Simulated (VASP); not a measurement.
An input for Ansatz (written as the equivalent of a VASP run, and not itself run):

Ansatz 0.2 input:
```yaml
crystal:
  lattice:
    - [2.7700570, 0.0000000, 0.0000000]
    - [0.0000000, 2.7700570, 0.0000000]
    - [0.0000000, 0.0000000, 2.7700570]
  atoms:
    - { symbol: Pt, position: [0.0000000, 0.0000000, 0.0000000] }
    - { symbol: B, position: [0.5000000, 0.5000000, 0.5000000] }
kpoints:
  mp_grid: { grid: [12, 12, 12] }
hamiltonian:
  xc: pbesol
  pseudopotentials: { kind: paw }
scf:
  occupations: { method: methfessel_paxton, width: 0.1 }
  max_iter: 100
relax:
  max_steps: 60
  f_tol: 0.01
  cell: {}
output: { forces: true, stress: true, eigenvalues: true }
```

Question: Translate this input to VASP (INCAR, KPOINTS, POSCAR, choice of POTCAR).

Answer: This is not unique; one that fits is 
INCAR:
```
ALGO = Normal
EDIFF = 1E-6
EDIFFG = -0.01
ENCUT = 520
GGA = PS
IBRION = 2
ISIF = 3
ISMEAR = 1
LASPH = .True.
LCHARG = .False.
LMAXMIX = 6
LREAL = .False.
LWAVE = .False.
NELM = 100
NSW = 60
PREC = Accurate
SIGMA = 0.1
SYSTEM = BPt
```

### KPOINTS
```
K-points
0
gamma
12 12 12
0 0 0
```

POSCAR:
```
BPt
1
    2.7700570000     0.0000000000     0.0000000000
    0.0000000000     2.7700570000     0.0000000000
    0.0000000000     0.0000000000     2.7700570000
Pt B
1 1
Direct
  0.0000000000   0.0000000000   0.0000000000
  0.5000000000   0.5000000000   0.5000000000
```

POTCAR, in this order: Pt B (PBE.64 set). Program: vasp_std.

Limits of the translation: each code has its own PAW files, so the cut-off isn't converted (ENCUT is set for VASP's; basis.ecutwfc is left out, and Ansatz then takes the one that its files recommend); Ansatz stops its SCF on the density residual and VASP on the energy change (EDIFF).

The structure was generated: BPt was put into the CsCl type (Pm-3m), which need not be its known phase. This run relaxes it. Symmetry was kept, so distortions that lower it aren't found.
